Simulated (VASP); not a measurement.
A run of VASP 6.6.1:

The input INCAR:

```
ALGO = Fast
EDIFF = 1E-6
EDIFFG = -0.01
ENCUT = 600
GGA = PE
IBRION = 2
ISIF = 3
ISMEAR = 0
LASPH = T
LCHARG = F
LREAL = F
LWAVE = F
NELM = 60
NSW = 100
PREC = Accurate
SIGMA = 0.1
```

The input KPOINTS:

```
k-points
0
Gamma
  16 16 16
```

File POSCAR:

```
CaSc
1.0
    0.0000000000      3.2216376985      3.2216376985
    3.2216376985      0.0000000000      3.2216376985
    3.2216376985      3.2216376985      0.0000000000
Ca Sc
1 1
Direct
    0.5000000000      0.5000000000      0.5000000000
    0.0000000000      0.0000000000      0.0000000000
```

Potentials or basis: VASP PAW PBE potentials, release 64 (Ca_sv, Sc_sv).

The run is started by

```bash
$ cat potpaw_PBE.64/Ca_sv/POTCAR potpaw_PBE.64/Sc_sv/POTCAR > POTCAR
$ mpirun -np 1 vasp_std > vasp.out
```

Hardware: 1 thread of Intel(R) Xeon(R) Platinum 8375C CPU @ 2.90GHz (Ice Lake), on a shared host.

How long does it take, and how much memory?

Wall time 8.4 min on 1 thread of Intel(R) Xeon(R) Platinum 8375C CPU @ 2.90GHz (Ice Lake), with other jobs on the host, peak memory 0.36 GiB. Counts: scf iterations 57, k points 145, ion steps 3.
